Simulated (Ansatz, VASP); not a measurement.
# Cu in two plane-wave programs

Wanted: the spread between two codes on one cell, functional and k mesh. Of the first pair: The structure shown is the start of the Ansatz relaxation below; VASP solves that cell, so the two are compared at the walk's first step.

Main program and level: Ansatz 0.2.0; plane waves, with VASP 6.6.1 beside it; single point at PBEsol.

## Step 1: Starting point

The cell holds 4 atoms: 4 Cu. Cell: a = 2.556 Å, b = 2.556 Å, c = 20.261 Å, α = 90.0°, β = 90.0°, γ = 60.0°. It derives from Cu. As first built, before any earlier steps moved the atoms (in the runner's words): stoichiometric True; symmetric True; series ['metal Cu111', 4, 'layers']. Vacuum lies along c.

## Step 2: Ansatz: relaxation, PBEsol

Ansatz runs on its PAW soft_1 files.

The two programs are compared at the cell with which this relaxation starts, whose forces are those of its first step.

Contents of input.yaml:

```yaml
crystal:
  lattice:
    - [2.556191014, 0.0, 0.0]
    - [1.278095507, 2.213726355, 0.0]
    - [0.0, 0.0, 20.2613636694]
  atoms:
    - { symbol: Cu, position: [0.0, 0.0, 0.654514863] }
    - { symbol: Cu, position: [0.666666667, 0.666666667, 0.551504954] }
    - { symbol: Cu, position: [0.333333333, 0.333333333, 0.448495046] }
    - { symbol: Cu, position: [0.0, 0.0, 0.345485137] }
kpoints:
  mp_grid: { grid: [12, 12, 1] }
scf:
  occupations: { method: fermi_dirac, width: 0.05 }
  n_extra_bands: 8
hamiltonian:
  xc: pbesol
  pseudopotentials: { kind: paw, azcp: { folder: soft_1 }, xc_functional: pbe }
output:
  forces: true
  write_potential: true
  volumetric_format: []
relax:
  f_tol: 0.03
  max_steps: 45
  constraints: [{ sites: [1, 2] }]
```

Started as:

```bash
$ ansatz run input.yaml --threads 4 --pin off --max-ram 11264MiB --backend cpu --events-out ev --progress --plain --runs-dir out
```

Numbers of over 12 decimals in the logs are rounded to 6 here.

The log of the run:

```text
scf.n_extra_bands = 8 over 38 filled bands (N_el = 76.0): the run solves 46 bands
Engine: ansatz 0.2.0, aarch64-unknown-linux-gnu
Pseudopotentials: kind: paw
Pseudopotential: Cu, paw, valence charge 19, recommended cutoff 420 eV (normal), soft_1/Cu.paw.azcp
Functional definition: PBEsol
  exchange = pbesol_x
  correlation = pbesol_c
Crystal: 4 atoms, lattice volume = 114.653 Å³
Basis set: ecut = 420 eV, 2269 PW (Γ), exchange–correlation on 36×36×288 points (8 copies of the dense FFT grid, shifted against one another)
Bands: 46, of which v1, the nominal top of the filled ones, is band 38 counted from 1 (37 counted from 0)
Symmetry: 12 space group operations
Space group: P-3m1 (ITA 164), of the structure as read, at distance tolerance 4.9e-5 Å
k-points: 19 of 144
Non-local potential: Cu, projectors of the file, l = 0: 3, l = 1: 2, l = 2: 3, l = 3: 1
PAW form: soft (Blöchl's): semilocal exchange-correlation on the pseudo side does not see the compensation charge
PAW frozen core: Cu, regenerated for the run's functional, and the local potential with it (the file was generated under x = pbe(κ = 0.804, μ = 0.219515), c = pbe(β = 0.066725))
PAW one-centre angular grid: Cu, 590 points (default); XC on 64 Gauss nodes
Initial density: superposition of atomic densities (neutral atoms: chi_scale 0, normalization atom)
Initial wavefunctions: pseudopotential atomic-orbital guess
Functional: x = pbesol(κ = 0.804, μ = 0.123457), c = pbesol(β = 0.046)
SCF iter   1: F=—  HF=-26357.843859 eV  |F-HF|=—  |Δ(HF+E_count)|=         —  Δρ=1.81e-1  dr2=2.25e1  ethr=3.10e-3  ⟨swp⟩=7.9  Hψ=3779  notcnv=0  defer=6
preconditioner: auto → LDOS  [metal: Δε(μ)=0.106 eV  Ē_g=7.698 eV  σ=0.050 eV  W_gap=0.48  n_scr=16 (ndim 8)  ℏωp=23.0 eV  f_vac=0.543  D(μ)=1.62/eV (n_scr^D=10)  β→1.0]
SCF iter   2: F=—  HF=-26382.791811 eV  |F-HF|=—  |Δ(HF+E_count)|=    2.49e1  Δρ=3.66e-1  dr2=8.10e1  ethr=3.10e-3  ⟨swp⟩=4.0  Hψ=2763  notcnv=0  defer=37  recentre
SCF iter   3: F=—  HF=-26354.134723 eV  |F-HF|=—  |Δ(HF+E_count)|=    2.87e1  Δρ=4.10e-2  dr2=1.27e0  ethr=3.10e-3  ⟨swp⟩=4.0  Hψ=2449  notcnv=0  defer=36
SCF iter   4: F=—  HF=-26353.922691 eV  |F-HF|=—  |Δ(HF+E_count)|=   2.12e-1  Δρ=1.15e-2  dr2=7.93e-2  ethr=1.67e-3  ⟨swp⟩=2.1  Hψ=1535  notcnv=0  defer=36
SCF iter   5: F=—  HF=-26353.907240 eV  |F-HF|=—  |Δ(HF+E_count)|=   1.55e-2  Δρ=4.89e-3  dr2=1.66e-2  ethr=1.04e-4  ⟨swp⟩=2.8  Hψ=1578  notcnv=0  defer=35
SCF iter   6: F=—  HF=-26353.907516 eV  |F-HF|=—  |Δ(HF+E_count)|=   2.76e-4  Δρ=1.14e-3  dr2=1.52e-3  ethr=2.18e-5  ⟨swp⟩=2.0  Hψ=1286  notcnv=0  defer=35
SCF iter   7: F=—  HF=-26353.908150 eV  |F-HF|=—  |Δ(HF+E_count)|=   6.34e-4  Δρ=2.58e-4  dr2=4.19e-5  ethr=2.00e-6  ⟨swp⟩=2.1  Hψ=1285  notcnv=0  defer=35
SCF iter   8: F=—  HF=-26353.908191 eV  |F-HF|=—  |Δ(HF+E_count)|=   4.08e-5  Δρ=1.15e-4  dr2=2.46e-5  ethr=2.96e-8  ⟨swp⟩=12.3  Hψ=8215  notcnv=0
SCF iter   9: F=-26353.908179 eV  HF=-26353.908190 eV  |F-HF|=1.06e-5  |Δ(HF+E_count)|=   1.19e-6  Δρ=7.64e-5  dr2=1.06e-5  ethr=2.96e-8  ⟨swp⟩=10.8  Hψ=6504  notcnv=0
SCF 1 converged in 9 iterations: F = -26353.908179 eV  dr2 = 1.06e-5
  Residual-converged pass: ⟨swp⟩=1.2  Hψ=953  notcnv=0  max |occ|·‖R‖ = 6.9e-9 eV (tolerance 1.0e-8 eV)  dr2=1.06e-5  dr2_onsite=9.30e-7  max |Δocc| = 4.6e-11
  greatest PAW one-centre occupation: 1.000 electrons in one spin orbital (limit 2), on the Cu atom at site 3 (counted from 0), in its partial waves of l = 0
relax step   1: F+E_penalty+E_count = -26353.90817936 eV  Δ(F+E_penalty+E_count) = +0.000e0 eV  max|allowed force component| = 3.368e-1 eV/Å  Δτ_max = 0.0000 Å  (9 SCF iters, dr2 threshold 2.25e-5 eV, accepted)
[...]
relax step   2: F+E_penalty+E_count = -26353.92752133 eV  Δ(F+E_penalty+E_count) = -1.934e-2 eV  max|allowed force component| = 2.110e-1 eV/Å  Δτ_max = 0.0351 Å  (6 SCF iters, dr2 threshold 7.09e-6 eV, accepted)
[...]
relax step   3: F+E_penalty+E_count = -26353.93831839 eV  Δ(F+E_penalty+E_count) = -1.080e-2 eV  max|allowed force component| = 2.500e-2 eV/Å  Δτ_max = 0.0550 Å  (7 SCF iters, dr2 threshold 2.78e-6 eV, accepted)
[...]
relax step   4: F+E_penalty+E_count = -26353.93832009 eV  Δ(F+E_penalty+E_count) = -1.700e-6 eV  max|allowed force component| = 2.469e-2 eV/Å  Δτ_max = 0.0000 Å  (4 SCF iters, accepted)
NSCF: frozen V_eff on 19 k-points
the band table was solved once a step of the walk had ended and its energy, with any forces and stress, was formed, with the checks that follow a solve (4335 applications of the Hamiltonian). They found nothing against the state; the energy, forces and stress were not computed again (output.eigenvalues in the input reference)
WARN: The output density's exchange-correlation potential varies sharply where the density is thin. Do not read a vacuum level from v_tot or v_xc, or from such a field of the output density. On a cell that repeats whose density bears no net charge and no dipole along the vacuum's axis use v_es (v_loc + v_h of the components); under efield.dipole_correction with no amplitude use v_es + v_field, which holds any externa [...]
SCF converged after 4 iterations
Free energy (F): -26353.938320 eV
Harris-Foulkes:  -26353.938320 eV  (|F-HF|=9.10e-9)
Internal energy: -26353.929106 eV  (E = F + TS)
E sigma→0 (E₀):  -26353.933713 eV
Entropy (-TS):   -0.009214 eV (-2.304 meV/atom)
Fermi energy:    3.806912 eV
--- Per-component energies (eV) ---
  E_band       = -2402.637585
  E_kinetic    = 1047.769333
  E_local      = -133340.495407  (includes V_loc(G=0)·N_el)
  E_nonlocal   = 3569.836141
  E_hartree    = 64819.700176
  E_xc         = -272.747008
  E_vxc        = -353.419558  (∫ρ·V_xc dr)
  E_paw        = -7118.241459  (= ΣΔE_a)
  E_vpaw       = -2965.741249  (= ΣTr[D̂ρ^β])
  E_aug_tail   = 0.003711  (compensation charges beyond the density's cutoff)
  E_ewald      = 44939.420597
  E_core_change = 0.824811  (= ΣΔE_core)
  E_smearing   = -0.009214  (= −TS)
  E_closure    = 0.000000  (closes the sum)
  Σ components = -26353.938320   (vs F -26353.938320, Δ=0.00e0)
--- Forces (eV/Å), atoms counted from 1 ---
  atom   1  Cu     0.00000000    -0.00000000     0.02468918
  atom   2  Cu    -0.00000000    -0.00000000    -0.34836628
  atom   3  Cu     0.00000000     0.00000000     0.34836628
  atom   4  Cu    -0.00000000     0.00000000    -0.02468918
  max |Σ_I F_I| component: 7.23e-20 eV/Å
--- Band table (eV; the first three rows and the last of 19) ---
  k-point 0: bands = [... 34 lower, 1.8079, 2.1433, 2.1433, 2.3169, 2.3169, 2.6823, 3.7087, 8.3631, ... 4 higher]
  k-point 1: bands = [... 34 lower, 1.8293, 1.9318, 2.1363, 2.1455, 2.3223, 3.1251, 4.2613, 8.5402, ... 4 higher]
  k-point 2: bands = [... 34 lower, 1.8369, 1.8522, 2.1491, 2.3351, 2.3840, 3.8833, 5.3963, 9.0705, ... 4 higher]
  k-point 18: bands = [... 34 lower, 2.2306, 2.2306, 7.1991, 7.4452, 7.4452, 8.2108, 8.2108, 8.9811, ... 4 higher]
--- Relaxed structure (4 steps of the walk, 4 accepted, 0 SCFs on fresh bases) ---
  F+E_penalty+E_count = -26353.93832009 eV   max|allowed force component| = 2.469e-2 eV/Å
  atoms:
    - { symbol: Cu, position: [-3.912679210054122e-18, 0, 0.650069] }
    - { symbol: Cu, position: [0.666667, 0.666667, 0.551504954] }
    - { symbol: Cu, position: [0.333333, 0.333333, 0.448495046] }
    - { symbol: Cu, position: [3.91267921005392e-18, 0, 0.349931] }
```

## Step 3: VASP: single point, PBEsol, start cell, pair 1

The same cell, functional, mesh and smearing now go to VASP, with its own data sets.

Lines of VASP's logs that name or quote its potential files are left out, and so is its time.

Contents of INCAR:

```
SYSTEM = Cu
PREC = Accurate
ENCUT = 520
EDIFF = 1E-06
NELM = 120
ISMEAR = -1
SIGMA = 0.05
LREAL = .FALSE.
ALGO = Normal
GGA = PS
NBANDS = 28
LASPH = .TRUE.
LORBIT = 11
LWAVE = .FALSE.
LCHARG = .FALSE.
ISIF = 2
GGA_COMPAT = .FALSE.
```

Contents of POSCAR:

```
Cu
1.0
    2.5561910140      0.0000000000      0.0000000000
    1.2780955070      2.2137263550      0.0000000000
    0.0000000000      0.0000000000     20.2613636694
Cu
4
Direct
    0.0000000000      0.0000000000      0.6545148714
    0.6666666667      0.6666666667      0.5515049489
    0.3333333333      0.3333333333      0.4484950511
    0.0000000000      0.0000000000      0.3454851286
```

Contents of KPOINTS:

```
Automatic mesh
0
Gamma
12 12 1
0 0 0
```

Potentials, in the order of the species: Cu (PBE family, release 64).

Started as:

```bash
$ mpirun -np 1 vasp_std
```

The log of the run:

```text
[banner, memory and clock lines left out]
running    1 mpi-ranks, on    1 nodes
 distrk:  each k-point on    1 cores,    1 groups
 distr:  one band on    1 cores,    1 groups

 POSCAR found type information on POSCAR Cu
 POSCAR found :  1 types and       4 ions
|                                                                             |
|               ----> ADVICE to this user running VASP <----                  |
|                                                                             |
|     You enforced a specific xc type in the INCAR file but a different       |
|     [... a line on the potential file left out ...]
|     I HOPE YOU KNOW WHAT YOU ARE DOING!                                     |
|                                                                             |

 LDA part: xc-table for (Slater+PW92), standard interpolation
 POSCAR, INCAR and KPOINTS ok, starting setup
 FFT: planning ... GRIDC
 FFT: planning ... GRID_SOFT
 FFT: planning ... GRID
 WAVECAR not read
 entering main loop
       N       E                     dE             d eps       ncg     rms          rms(c)
DAV:   1     0.359704250293E+03    0.35970E+03   -0.19961E+04  1064   0.207E+03
DAV:   2     0.979826424416E+01   -0.34991E+03   -0.33911E+03  1064   0.382E+02
DAV:   3    -0.190412978400E+02   -0.28840E+02   -0.27403E+02  1140   0.164E+02
DAV:   4    -0.199694841858E+02   -0.92819E+00   -0.92486E+00  1172   0.361E+01
DAV:   5    -0.199927110324E+02   -0.23227E-01   -0.23219E-01  1212   0.450E+00    0.163E+01
DAV:   6    -0.181903041169E+02    0.18024E+01   -0.47072E+01  1172   0.137E+02    0.949E+00
DAV:   7    -0.160983572243E+02    0.20919E+01   -0.94229E+00  1236   0.586E+01    0.783E-01
DAV:   8    -0.160961623452E+02    0.21949E-02   -0.55223E-01  1532   0.179E+01    0.150E+00
DAV:   9    -0.160797945817E+02    0.16368E-01   -0.71631E-02  1340   0.101E+01    0.103E+00
DAV:  10    -0.160642734119E+02    0.15521E-01   -0.73045E-02  1244   0.464E+00    0.164E-01
DAV:  11    -0.160623771731E+02    0.18962E-02   -0.67515E-03  1500   0.258E+00    0.744E-02
DAV:  12    -0.160622779002E+02    0.99273E-04   -0.11711E-03  1272   0.918E-01    0.296E-02
DAV:  13    -0.160622391198E+02    0.38780E-04   -0.67496E-04  1292   0.416E-01    0.654E-02
DAV:  14    -0.160621357125E+02    0.10341E-03   -0.24905E-04  1348   0.256E-01    0.150E-02
DAV:  15    -0.160621647178E+02   -0.29005E-04   -0.79022E-05  1308   0.200E-01    0.169E-02
DAV:  16    -0.160622021286E+02   -0.37411E-04   -0.20094E-05  1184   0.106E-01    0.962E-03
DAV:  17    -0.160622450247E+02   -0.42896E-04   -0.25458E-05  1252   0.117E-01    0.724E-03
DAV:  18    -0.160622619422E+02   -0.16918E-04   -0.75882E-06  1148   0.814E-02    0.519E-03
DAV:  19    -0.160622861126E+02   -0.24170E-04   -0.52703E-06  1156   0.476E-02    0.347E-03
DAV:  20    -0.160622926580E+02   -0.65454E-05   -0.11746E-06   744   0.196E-02    0.352E-04
DAV:  21    -0.160622943312E+02   -0.16732E-05   -0.14996E-07   684   0.411E-03    0.689E-04
DAV:  22    -0.160622946765E+02   -0.34527E-06   -0.95786E-08   640   0.516E-03
   1 F= -.16062295E+02 E0= -.16055894E+02  d E =-.128015E-01
```

Parts of OUTCAR (step 3):

```text
ion  position               nearest neighbor table
   1  0.000  0.000  0.655-   2 2.56   2 2.56   2 2.56
   2  0.667  0.667  0.552-   3 2.56   3 2.56   3 2.56   1 2.56   1 2.56   1 2.56
   3  0.333  0.333  0.448-   2 2.56   2 2.56   2 2.56   4 2.56   4 2.56   4 2.56
   4  0.000  0.000  0.345-   3 2.56   3 2.56   3 2.56

  LATTYP: Found a hexagonal cell.
 ALAT       =     2.5561910140
 C/A-ratio  =     7.9263887396

 Subroutine GETGRP returns: Found 12 space group operations
 (whereof 12 operations were pure point group operations)

The static configuration has the point symmetry D_3d.

 Found     19 irreducible k-points:

   k-points           NKPTS =     19   k-points in BZ     NKDIM =     19   number of bands    NBANDS=     28

   dimension x,y,z NGX =    20 NGY =   20 NGZ =  160
   dimension x,y,z NGXF=    40 NGYF=   40 NGZF=  320

   ENCUT  =  520.0 eV  38.22 Ry    6.18 a.u.   4.75  4.75 37.67*2*pi/ulx,y,z

   NELECT =      44.0000    total number of electrons

 k-points in reciprocal lattice and weights: Automatic mesh
   0.00000000  0.00000000  0.00000000       0.007
   0.08333333  0.00000000  0.00000000       0.042
   0.16666667 -0.00000000  0.00000000       0.042
   0.25000000  0.00000000  0.00000000       0.042
   0.33333333 -0.00000000  0.00000000       0.042
   0.41666667 -0.00000000  0.00000000       0.042
   0.50000000  0.00000000  0.00000000       0.021
   0.16666667  0.08333333  0.00000000       0.042
   0.25000000  0.08333333  0.00000000       0.083
[...]
-0.41666667  0.25000000  0.00000000       0.083
  -0.33333333  0.33333333  0.00000000       0.014

 average (electrostatic) potential at core
       1 -70.4912       2 -70.6929       3 -70.6929       4 -70.4912

 E-fermi :   0.1887

 k-point     1 :       0.0000    0.0000    0.0000
  band No.  band energies     occupation
    ...
     21      -1.4843      2.00000
     22      -1.3425      2.00000
     23      -1.3425      2.00000
     24      -0.9649      2.00000
     25       0.0204      1.93332
     26       4.6554      0.00000
     27       4.7757      0.00000
     28       6.3446      0.00000

 k-point     2 :       0.0833    0.0000    0.0000
  band No.  band energies     occupation
    ...
     20      -1.6928      2.00000
     21      -1.5001      2.00000
     22      -1.4865      2.00000
     23      -1.3391      2.00000
     24      -0.5425      2.00000
     25       0.5616      0.00115
     26       4.8256      0.00000
     27       4.9898      0.00000
     28       6.5525      0.00000

 k-point     3 :       0.1667   -0.0000    0.0000
  band No.  band energies     occupation
    ...
     20      -1.7522      2.00000
     21      -1.4934      2.00000
     22      -1.3313      2.00000
     23      -1.2493      2.00000
     24       0.1841      1.04565
     25       1.6812      0.00000
     26       5.3388      0.00000
     27       5.6315      0.00000
     28       7.1759      0.00000

  Total       -2.8907473     -2.8907473     -1.9901373      0.0000000      0.0000000     -0.0000000
  in kB      -40.3956685    -40.3956685    -27.8104307      0.0000000      0.0000000     -0.0000000
  external PRESSURE =     -36.2005892 kB  Pullay stress =       0.0000000 kB

  energy-cutoff  :      520.00
  volume of cell :      114.65
      direct lattice vectors                 reciprocal lattice vectors
     2.556191014  0.000000000  0.000000000     0.391207071 -0.225863508  0.000000000
     1.278095507  2.213726355  0.000000000     0.000000000  0.451727016  0.000000000
     0.000000000  0.000000000 20.261363669     0.000000000  0.000000000  0.049355020

 POSITION                                       TOTAL-FORCE (eV/Angst)
 -----------------------------------------------------------------------------------
      0.00000      0.00000     13.26136         0.000000     -0.000000     -0.310156
      2.55619      1.47582     11.17424        -0.000000      0.000000     -0.011354
      1.27810      0.73791      9.08712         0.000000     -0.000000      0.011354
      0.00000      0.00000      7.00000        -0.000000     -0.000000      0.310156
 -----------------------------------------------------------------------------------
    total drift:                               -0.000000      0.000000      0.000000

  FREE ENERGIE OF THE ION-ELECTRON SYSTEM (eV)
  ---------------------------------------------------
  free  energy   TOTEN  =       -16.0622946765 eV

  energy  without entropy=      -16.0494931828  energy(sigma->0) =      -16.05589393

 total charge
# of ion       s       p       d       tot
------------------------------------------
    1        0.452   0.294   9.181   9.927
    2        0.446   0.381   9.172  10.000
    3        0.446   0.381   9.172  10.000
    4        0.452   0.294   9.181   9.927
--------------------------------------------------
tot          1.796   1.350  36.707  39.854

[... 3 further parts left out ...]
```

## Step 4: Side by side

Known differences besides the potentials themselves: the data sets hold 76 valence electrons in Ansatz (on its PAW soft_1 files) and 44 in VASP; the cutoff is 420 eV in Ansatz and 520 eV in VASP; Ansatz makes its cores anew for this functional, VASP keeps those of its PBE data sets. Total energies have different zeros and are not compared.

Forces (eV/Å; atoms numbered as in POSCAR):

```tsv
atom	Ansatz x, y, z	VASP x, y, z
Cu1	0.000, 0.000, -0.337	0.000, 0.000, -0.310
Cu2	0.000, 0.000, -0.012	0.000, 0.000, -0.011
Cu3	0.000, 0.000, 0.012	0.000, 0.000, 0.011
Cu4	0.000, 0.000, 0.337	0.000, 0.000, 0.310
```

The forces differ by 11 meV/Å r.m.s., which is 8.6 % of the r.m.s. force of 0.127 eV/Å (both taken over all components). With vacuum in the cell, a pressure given here is an average over mostly empty space and none of the material.

## Step 5: Ansatz: relaxation, PBEsol

This run makes the geometry at which the two programs are then compared.

The structure compared here is the end of the Ansatz relaxation.

input.yaml is that of step 2.

Started as:

```bash
$ ansatz run input.yaml --threads 4 --pin off --max-ram 11264MiB --backend cpu --events-out ev --progress --plain --runs-dir out
```

The log of the run:

```text
[...]
Crystal: 4 atoms, lattice volume = 114.653 Å³
Basis set: ecut = 420 eV, 2269 PW (Γ), exchange–correlation on 36×36×288 points (8 copies of the dense FFT grid, shifted against one another)
Bands: 46, of which v1, the nominal top of the filled ones, is band 38 counted from 1 (37 counted from 0)
Symmetry: 12 space group operations
[...]
k-points: 19 of 144
[...]
--- Relaxed structure (4 steps of the walk, 4 accepted, 0 SCFs on fresh bases) ---
  F+E_penalty+E_count = -26353.93832009 eV   max|allowed force component| = 2.469e-2 eV/Å
  atoms:
    - { symbol: Cu, position: [-3.912679210054122e-18, 0, 0.650069] }
    - { symbol: Cu, position: [0.666667, 0.666667, 0.551504954] }
    - { symbol: Cu, position: [0.333333, 0.333333, 0.448495046] }
    - { symbol: Cu, position: [3.91267921005392e-18, 0, 0.349931] }
[key lines of the parts left out:]
SCF converged after 4 iterations
Free energy (F): -26353.938320 eV
Fermi energy:    3.806912 eV
```

(Continued in part 2 of 2.)

[Lines on the potential files, build, host, timing and source positions are cut from VASP's logs without a mark.]

[Logs are printed without paths, hosts, clocks, repeated set-up lines and the standing remarks that a program may print on its own settings, such as how far it seeks lower states.]

[Hosts, paths, dates, database ids (printed as entryN), source tags and the programs' standing remarks are cut or masked in the printed files.]
